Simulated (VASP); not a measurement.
Crystal: Mo.

```
Mo
1.0
    -1.57342    1.57342    1.57342
     1.57342   -1.57342    1.57342
     1.57342    1.57342   -1.57342
Mo
1
Direct
  0.00000 0.00000 0.00000
```

```yaml
Program: VASP 6.6.1
Task: relaxation of cell and atoms
Functional: PBE
Dispersion: D3(BJ)
Potentials_or_basis: VASP PAW PBE potentials, release 64 (Mo_sv)
Cutoff: 600 eV
k_mesh: 16 × 16 × 16
Occupations: methfessel-paxton, width 0.1 eV
Spin: no spin polarisation
```

At the start: pressure -3.9 GPa; volume 15.58 Å³/atom.

Where does the relaxation end?

Over 3 steps the energy falls by 2.8 meV/atom and the volume is 15.36 Å³/atom (-1.4 %); space group Im-3m (No. 229, to 0.05 Å).

The path:
```tsv
step	energy change (eV)	largest force (eV/Å)	pressure (GPa)	volume (Å³)
1	0.0000	0.0000	-3.92	15.58
2	0.0205	0.0000	12.52	14.74
3	-0.0028	0.0000	-0.07	15.36
```

Final structure:
```yaml
crystal:
  lattice:
    - [-1.56593, 1.56593, 1.56593]
    - [1.56593, -1.56593, 1.56593]
    - [1.56593, 1.56593, -1.56593]
  atoms:
    - { symbol: Mo, position: [0.00000, 0.00000, 0.00000] }
```

Caveat: pairwise dispersion overbinds metals, which lowers pressure and volume.
